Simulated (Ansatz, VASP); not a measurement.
# FeGe in two plane-wave programs

Aim: how closely do two programs agree when they are given the same cell, functional and k mesh? The cell comes out of the VASP series on this material, whose earlier steps may have relaxed, scaled or displaced it; both programs get it as it stands.

Main program and level: Ansatz 0.2.0; plane waves, with VASP 6.6.1 beside it; relaxation of cell and atoms at PBEsol, DFT+U and single point at PBEsol, DFT+U.

## (1) The structure

Symmetry: P2_13, No. 198, cubic system. The conventional cell has a = 4.752 Å, b = 4.752 Å, c = 4.752 Å, α = 90.00°, β = 90.00°, γ = 90.00°. Nearest to Fe lie 4 Ge at 2.38 to 2.49 Å. Nearest to Ge lie 4 Fe at 2.38 to 2.49 Å. Farther neighbours are not listed.

## (2) VASP: relaxation of cell and atoms, PBEsol, DFT+U

The relaxed volume is the usual yardstick between codes: its relative difference is about their pressure difference at one cell divided by the bulk modulus.

Lines of VASP's logs that name or quote its potential files are left out, and so is its time.

Input file INCAR:

```
SYSTEM = FeGe
PREC = Accurate
ENCUT = 410
EDIFF = 1E-06
NELM = 100
ISMEAR = 0
SIGMA = 0.05
LREAL = .FALSE.
ALGO = Normal
GGA = PS
NBANDS = 58
ISPIN = 2
MAGMOM = 3 3 3 3 0 0 0 0
LDAU = .TRUE.
LDAUTYPE = 2
LDAUL = 2 -1
LDAUU = 3 0
LDAUJ = 0 0
LDAUPRINT = 1
LASPH = .TRUE.
LMAXMIX = 4
LORBIT = 11
LWAVE = .FALSE.
LCHARG = .FALSE.
KPAR = 4
IBRION = 2
NSW = 60
ISIF = 3
EDIFFG = -0.01
```

Input file POSCAR:

```
FeGe
1.0
    4.7516557603      0.0000000000      0.0000000000
    0.0000000000      4.7516557603      0.0000000000
    0.0000000000      0.0000000000      4.7516557603
Fe Ge
4 4
Direct
    0.1345345994      0.1345345994      0.1345345994
    0.3654654006      0.8654654006      0.6345345994
    0.6345345994      0.3654654006      0.8654654006
    0.8654654006      0.6345345994      0.3654654006
    0.8455337496      0.8455337496      0.8455337496
    0.6544662504      0.1544662504      0.3455337496
    0.3455337496      0.6544662504      0.1544662504
    0.1544662504      0.3455337496      0.6544662504
```

Input file KPOINTS:

```
Automatic mesh
0
Gamma
5 5 5
0 0 0
```

Potentials, in the order of the species: Fe and Ge_d (PBE family, release 64).

The run is started by

```bash
> mpirun -np 4 vasp_std
```

Numbers of over 12 decimals in the logs are rounded to 6 here.

Log:

```text
[banner, memory and clock lines left out]
running    4 mpi-ranks, on    1 nodes
 distrk:  each k-point on    1 cores,    4 groups
 distr:  one band on    1 cores,    1 groups

 POSCAR found type information on POSCAR FeGe
 POSCAR found :  2 types and       8 ions
|                                                                             |
|               ----> ADVICE to this user running VASP <----                  |
|                                                                             |
|     You enforced a specific xc type in the INCAR file but a different       |
|     [... a line on the potential file left out ...]
|     I HOPE YOU KNOW WHAT YOU ARE DOING!                                     |
|                                                                             |

 LDA part: xc-table for (Slater+PW92), standard interpolation
 POSCAR, INCAR and KPOINTS ok, starting setup
 FFT: planning ... GRIDC
 FFT: planning ... GRID_SOFT
 FFT: planning ... GRID
 WAVECAR not read
 entering main loop
       N       E                     dE             d eps       ncg     rms          rms(c)
DAV:   1     0.900745088584E+03    0.90075E+03   -0.30877E+04  2958   0.348E+03
DAV:   2     0.139758402423E+03   -0.76099E+03   -0.72127E+03  2552   0.827E+02
DAV:   3    -0.363231334866E+02   -0.17608E+03   -0.16474E+03  2552   0.242E+02
DAV:   4    -0.505013246597E+02   -0.14178E+02   -0.13826E+02  3058   0.796E+01
DAV:   5    -0.508486221227E+02   -0.34730E+00   -0.34606E+00  2942   0.140E+01    0.262E+01
DAV:   6    -0.526595788955E+02   -0.18110E+01   -0.72208E+01  3136   0.772E+01    0.304E+01
DAV:   7    -0.454956340179E+02    0.71639E+01   -0.23391E+01  2870   0.527E+01    0.860E+00
DAV:   8    -0.457867882447E+02   -0.29115E+00   -0.24467E+00  3158   0.743E+00    0.465E+00
DAV:   9    -0.457711412404E+02    0.15647E-01   -0.29238E-01  3422   0.464E+00    0.157E+00
DAV:  10    -0.457974031292E+02   -0.26262E-01   -0.66469E-02  3010   0.183E+00    0.678E-01
DAV:  11    -0.458168256625E+02   -0.19423E-01   -0.18985E-02  3044   0.966E-01    0.422E-01
DAV:  12    -0.458261698803E+02   -0.93442E-02   -0.79507E-03  2968   0.446E-01    0.265E-01
DAV:  13    -0.458298359592E+02   -0.36661E-02   -0.54825E-03  3268   0.372E-01    0.128E-01
DAV:  14    -0.458300389865E+02   -0.20303E-03   -0.13746E-03  2764   0.247E-01    0.575E-02
DAV:  15    -0.458300635906E+02   -0.24604E-04   -0.66332E-05  2664   0.538E-02    0.249E-02
DAV:  16    -0.458300667552E+02   -0.31645E-05   -0.18316E-05  2910   0.252E-02    0.967E-03
DAV:  17    -0.458300675570E+02   -0.80181E-06   -0.53263E-06  1974   0.158E-02
   1 F= -.45830068E+02 E0= -.45827921E+02  d E =-.458301E+02  mag=     9.3147
 curvature:   0.00 expect dE= 0.000E+00 dE for cont linesearch  0.000E+00
 trial: gam= 0.00000 g(F)=  0.224E-04 g(S)=  0.477E-04 ort = 0.000E+00 (trialstep = 0.100E+01)
 search vector abs. value=  0.701E-04
 reached required accuracy - stopping structural energy minimisation
```

From OUTCAR (step 2):

```text
ion  position               nearest neighbor table
   1  0.135  0.135  0.135-   5 2.38   6 2.49   7 2.49   8 2.49   7 2.67   8 2.67   6 2.67   2 2.91
                             3 2.91   2 2.91   3 2.91   4 2.91   4 2.91
   2  0.365  0.865  0.635-   6 2.38   5 2.49   7 2.49   8 2.49   7 2.67   8 2.67   5 2.67   1 2.91
                             1 2.91   4 2.91   4 2.91   3 2.91   3 2.91
   3  0.635  0.365  0.865-   7 2.38   6 2.49   5 2.49   8 2.49   8 2.67   6 2.67   5 2.67   4 2.91
                             1 2.91   4 2.91   1 2.91   2 2.91   2 2.91
   4  0.865  0.635  0.365-   8 2.38   6 2.49   7 2.49   5 2.49   6 2.67   5 2.67   7 2.67   3 2.91
                             2 2.91   2 2.91   3 2.91   1 2.91   1 2.91
   5  0.846  0.846  0.846-   1 2.38   2 2.49   3 2.49   4 2.49   3 2.67   4 2.67   2 2.67
   6  0.654  0.154  0.346-   2 2.38   1 2.49   3 2.49   4 2.49   3 2.67   4 2.67   1 2.67
   7  0.346  0.654  0.154-   3 2.38   2 2.49   1 2.49   4 2.49   4 2.67   2 2.67   1 2.67
   8  0.154  0.346  0.654-   4 2.38   2 2.49   3 2.49   1 2.49   2 2.67   1 2.67   3 2.67

  LATTYP: Found a simple cubic cell.
 ALAT       =     4.7516557603

 Subroutine GETGRP returns: Found 12 space group operations
 (whereof  3 operations were pure point group operations)

The static configuration has the point symmetry C_3 .
 The point group associated with its full space group is T   .

 Found     11 irreducible k-points:

   k-points           NKPTS =     11   k-points in BZ     NKDIM =     11   number of bands    NBANDS=     58

   dimension x,y,z NGX =    32 NGY =   32 NGZ =   32
   dimension x,y,z NGXF=    64 NGYF=   64 NGZF=   64

   ENCUT  =  410.0 eV  30.13 Ry    5.49 a.u.   7.85  7.85  7.85*2*pi/ulx,y,z

   NELECT =      88.0000    total number of electrons

 k-points in reciprocal lattice and weights: Automatic mesh
   0.00000000  0.00000000  0.00000000       0.008
   0.20000000  0.00000000  0.00000000       0.048
   0.40000000  0.00000000  0.00000000       0.048
   0.20000000  0.20000000  0.00000000       0.096
   0.40000000  0.20000000  0.00000000       0.096
  -0.20000000  0.40000000  0.00000000       0.096
   0.40000000  0.40000000  0.00000000       0.096
   0.20000000  0.20000000  0.20000000       0.064
   0.40000000  0.20000000  0.20000000       0.192
   0.40000000  0.40000000  0.20000000       0.192
   0.40000000  0.40000000  0.40000000       0.064

atom =   1  type =  1  l = 2

 onsite density matrix

spin component  1

  0.8960 -0.0137 -0.0030 -0.0137 -0.0024
 -0.0137  0.8960  0.0036 -0.0137 -0.0014
 -0.0030  0.0036  0.9052 -0.0006  0.0000
 -0.0137 -0.0137 -0.0006  0.8960  0.0038
 -0.0024 -0.0014  0.0000  0.0038  0.9052

spin component  2

  0.5014  0.0576  0.0079  0.0576  0.0281
  0.0576  0.5014 -0.0283  0.0576 -0.0072
  0.0079 -0.0283  0.1979  0.0204 -0.0000
  0.0576  0.0576  0.0204  0.5014 -0.0209
  0.0281 -0.0072 -0.0000 -0.0209  0.1979

 occupancies and eigenvectors

  o =  0.1928  v =  0.0000  0.0000  0.0000  0.0000  0.0000 -0.0748  0.1133  0.8985 -0.0385  0.4156      0.0000  0.0000  0.0000  0.0000  0.0000  0.0000  0.0000  0.0000  0.0000  0.0000
  o =  0.1928  v =  0.0000  0.0000  0.0000  0.0000  0.0000 -0.0876 -0.0210 -0.4156  0.1086  0.8985      0.0000  0.0000  0.0000  0.0000  0.0000  0.0000  0.0000  0.0000  0.0000  0.0000
  o =  0.4490  v =  0.0000  0.0000  0.0000  0.0000  0.0000  0.1217 -0.7529  0.1400  0.6312 -0.0172      0.0000  0.0000  0.0000  0.0000  0.0000  0.0000  0.0000  0.0000  0.0000  0.0000
  o =  0.4490  v =  0.0000  0.0000  0.0000  0.0000  0.0000  0.7991 -0.2942  0.0172 -0.5049  0.1400      0.0000  0.0000  0.0000  0.0000  0.0000  0.0000  0.0000  0.0000  0.0000  0.0000
  o =  0.6166  v =  0.0000  0.0000  0.0000  0.0000  0.0000 -0.5774 -0.5774 -0.0000 -0.5774  0.0000      0.0000  0.0000  0.0000  0.0000  0.0000  0.0000  0.0000  0.0000  0.0000  0.0000
  o =  0.8686  v = -0.5774 -0.5774 -0.0000 -0.5774  0.0000  0.0000  0.0000  0.0000  0.0000  0.0000      0.0000  0.0000  0.0000  0.0000  0.0000  0.0000  0.0000  0.0000  0.0000  0.0000
  o =  0.9022  v =  0.0390  0.3555 -0.4703 -0.3945  0.7038  0.0000  0.0000  0.0000  0.0000  0.0000      0.0000  0.0000  0.0000  0.0000  0.0000  0.0000  0.0000  0.0000  0.0000  0.0000
  o =  0.9022  v = -0.4330  0.2503 -0.7038  0.1828 -0.4703  0.0000  0.0000  0.0000  0.0000  0.0000      0.0000  0.0000  0.0000  0.0000  0.0000  0.0000  0.0000  0.0000  0.0000  0.0000
  o =  0.9126  v =  0.1686  0.4962  0.2232 -0.6647 -0.4835  0.0000  0.0000  0.0000  0.0000  0.0000      0.0000  0.0000  0.0000  0.0000  0.0000  0.0000  0.0000  0.0000  0.0000  0.0000
  o =  0.9126  v =  0.6702 -0.4811 -0.4835 -0.1891 -0.2232  0.0000  0.0000  0.0000  0.0000  0.0000      0.0000  0.0000  0.0000  0.0000  0.0000  0.0000  0.0000  0.0000  0.0000  0.0000

atom =   2  type =  1  l = 2

 onsite density matrix

spin component  1

  0.8960  0.0137 -0.0030  0.0137 -0.0024
  0.0137  0.8960 -0.0036 -0.0137  0.0014
 -0.0030 -0.0036  0.9052  0.0006  0.0000
[...]
o =  0.4490  v =  0.0000  0.0000  0.0000  0.0000  0.0000 -0.6252 -0.1311 -0.0566 -0.7563  0.1292      0.0000  0.0000  0.0000  0.0000  0.0000  0.0000  0.0000  0.0000  0.0000  0.0000
  o =  0.6166  v =  0.0000  0.0000  0.0000  0.0000  0.0000 -0.5774 -0.5774 -0.0000  0.5774 -0.0000      0.0000  0.0000  0.0000  0.0000  0.0000  0.0000  0.0000  0.0000  0.0000  0.0000
  o =  0.8686  v =  0.5774  0.5774 -0.0000 -0.5774 -0.0000  0.0000  0.0000  0.0000  0.0000  0.0000      0.0000  0.0000  0.0000  0.0000  0.0000  0.0000  0.0000  0.0000  0.0000  0.0000
  o =  0.9022  v =  0.2735 -0.4294 -0.8276 -0.1559  0.1777  0.0000  0.0000  0.0000  0.0000  0.0000      0.0000  0.0000  0.0000  0.0000  0.0000  0.0000  0.0000  0.0000  0.0000  0.0000
  o =  0.9022  v =  0.3380  0.0679 -0.1777  0.4059 -0.8276  0.0000  0.0000  0.0000  0.0000  0.0000      0.0000  0.0000  0.0000  0.0000  0.0000  0.0000  0.0000  0.0000  0.0000  0.0000
  o =  0.9126  v = -0.4536  0.6784 -0.5243  0.2247  0.0932  0.0000  0.0000  0.0000  0.0000  0.0000      0.0000  0.0000  0.0000  0.0000  0.0000  0.0000  0.0000  0.0000  0.0000  0.0000
  o =  0.9126  v = -0.5214 -0.1322 -0.0932 -0.6536 -0.5243  0.0000  0.0000  0.0000  0.0000  0.0000      0.0000  0.0000  0.0000  0.0000  0.0000  0.0000  0.0000  0.0000  0.0000  0.0000

 average (electrostatic) potential at core
       1 -41.4442       2 -41.4442       3 -41.4442       4 -41.4442       5 -71.1972
       6 -71.1972       7 -71.1972       8 -71.1972

 E-fermi :   7.8048

 spin component 1
 k-point     1 :       0.0000    0.0000    0.0000
  band No.  band energies     occupation
    ...
     43       5.0863      1.00000
     44       5.0863      1.00000
     45       5.3352      1.00000
     46       5.3352      1.00000
     47       5.3352      1.00000
     48       8.3871      0.00000
     49       8.3871      0.00000
     50       8.3871      0.00000
     51       9.4682      0.00000
     52       9.4682      0.00000
    ...

 k-point     2 :       0.2000    0.0000    0.0000
  band No.  band energies     occupation
    ...
     45       5.2813      1.00000
     46       5.3687      1.00000
     47       6.7688      1.00000
     48       7.3465      1.00000
     49       7.8004      0.54895
     50       8.2531      0.00000
     51       8.3886      0.00000
     52       9.9130      0.00000
     53      10.5168      0.00000
     54      10.5553      0.00000
    ...

 k-point     3 :       0.4000    0.0000    0.0000
  band No.  band energies     occupation
    ...
     46       5.4144      1.00000
     47       6.8477      1.00000
     48       7.1588      1.00000
     49       7.2682      1.00000
     50       7.3305      1.00000
     51       9.3530      0.00000
     52      10.5836      0.00000
     53      11.0695      0.00000
     54      11.1043      0.00000
     55      11.3255      0.00000
    ...

 k-point     4 :       0.2000    0.2000    0.0000
  band No.  band energies     occupation
    ...
     45       5.3341      1.00000
     46       5.8995      1.00000
     47       6.5656      1.00000
     48       7.2780      1.00000
     49       7.5381      1.00000
     50       8.4310      0.00000
     51       8.6233      0.00000
     52       9.1943      0.00000
     53      10.5026      0.00000
     54      10.8291      0.00000
    ...

 k-point     5 :       0.4000    0.2000    0.0000
  band No.  band energies     occupation
    ...
     44       5.0197      1.00000
     45       5.2454      1.00000
     46       5.3724      1.00000
     47       6.7512      1.00000
     48       6.8699      1.00000
     49       8.0097      0.00000
     50       8.4667      0.00000
     51       8.6386      0.00000
     52       9.6058      0.00000
     53      10.3640      0.00000
    ...

 k-point     6 :      -0.2000    0.4000    0.0000
  band No.  band energies     occupation
    ...
     45       5.2687      1.00000
     46       5.4222      1.00000
     47       6.8041      1.00000
     48       7.1775      1.00000
     49       7.6566      0.99999
     50       8.4038      0.00000
     51       9.1947      0.00000
     52       9.3233      0.00000
     53      10.0171      0.00000
     54      10.3416      0.00000
    ...

  Total       -0.0513733     -0.0513733     -0.0513733      0.0000000      0.0000000      0.0000000
  in kB       -0.7672074     -0.7672074     -0.7672074      0.0000000      0.0000000      0.0000000
  external PRESSURE =      -0.7672074 kB  Pullay stress =       0.0000000 kB

  energy-cutoff  :      410.00
  volume of cell :      107.28
      direct lattice vectors                 reciprocal lattice vectors
     4.751655760  0.000000000  0.000000000     0.210452956  0.000000000  0.000000000
     0.000000000  4.751655760  0.000000000     0.000000000  0.210452956  0.000000000
     0.000000000  0.000000000  4.751655760     0.000000000  0.000000000  0.210452956

 POSITION                                       TOTAL-FORCE (eV/Angst)
 -----------------------------------------------------------------------------------
      0.63926      0.63926      0.63926         0.004061      0.004061      0.004061
      1.73657      4.11239      3.01509        -0.004061     -0.004061      0.004061
      3.01509      1.73657      4.11239         0.004061     -0.004061     -0.004061
      4.11239      3.01509      1.73657        -0.004061      0.004061     -0.004061
      4.01769      4.01769      4.01769        -0.004709     -0.004709     -0.004709
      3.10980      0.73397      1.64186         0.004709      0.004709     -0.004709
      1.64186      3.10980      0.73397        -0.004709      0.004709      0.004709
      0.73397      1.64186      3.10980         0.004709     -0.004709      0.004709
 -----------------------------------------------------------------------------------
    total drift:                               -0.000001     -0.000002     -0.000000

  FREE ENERGIE OF THE ION-ELECTRON SYSTEM (eV)
  ---------------------------------------------------
  free  energy   TOTEN  =       -45.8300675570 eV

  energy  without entropy=      -45.8257748801  energy(sigma->0) =      -45.82792122

 reached required accuracy - stopping structural energy minimisation

 total charge
# of ion       s       p       d       tot
------------------------------------------
    1        0.377   0.478   6.369   7.224
    2        0.377   0.478   6.369   7.224
    3        0.377   0.478   6.369   7.224
    4        0.377   0.478   6.369   7.224
    5        1.150   1.214  10.087  12.451
    6        1.150   1.214  10.087  12.451
    7        1.150   1.214  10.087  12.451
    8        1.150   1.214  10.087  12.451
--------------------------------------------------
tot          6.110   6.769  65.823  78.702

 magnetization (x)
# of ion       s       p       d       tot
------------------------------------------
    1        0.003  -0.015   2.598   2.586
    2        0.003  -0.015   2.598   2.586
    3        0.003  -0.015   2.598   2.586
    4        0.003  -0.015   2.598   2.586
    5        0.009  -0.129  -0.014  -0.134
    6        0.009  -0.129  -0.014  -0.134
    7        0.009  -0.129  -0.014  -0.134
    8        0.009  -0.129  -0.014  -0.134
--------------------------------------------------
tot          0.049  -0.575  10.334   9.809

[... 6 further parts left out ...]
```

CONTCAR:

```
FeGe
   1.00000000000000
     4.7516557603000003    0.0000000000000000    0.0000000000000000
     0.0000000000000000    4.7516557603000003    0.0000000000000000
     0.0000000000000000    0.0000000000000000    4.7516557603000003
  Fe              Ge
     4     4
Direct
     0.1345345993999985    0.1345345993999985    0.1345345993999985
     0.3654654006000015    0.8654654006000015    0.6345345993999985
     0.6345345993999985    0.3654654006000015    0.8654654006000015
     0.8654654006000015    0.6345345993999985    0.3654654006000015
     0.8455337496000013    0.8455337496000013    0.8455337496000013
     0.6544662503999987    0.1544662503999987    0.3455337496000013
     0.3455337496000013    0.6544662503999987    0.1544662503999987
     0.1544662503999987    0.3455337496000013    0.6544662503999987
```

A U on the itinerant d states of such a compound is hard to justify; it moves the bands at the Fermi level and favours large moments. The run keeps the 12 symmetry operations of its start, so it cannot find a distortion of lower symmetry.

[end of part 1 of 3]

[Lines on the potential files, build, host, timing and source positions are cut from VASP's logs without a mark.]

[Logs are printed without paths, hosts, clocks, repeated set-up lines and the standing remarks that a program may print on its own settings, such as how far it seeks lower states.]

[Hosts, paths, dates, database ids (printed as entryN), source tags and the programs' standing remarks are cut or masked in the printed files.]
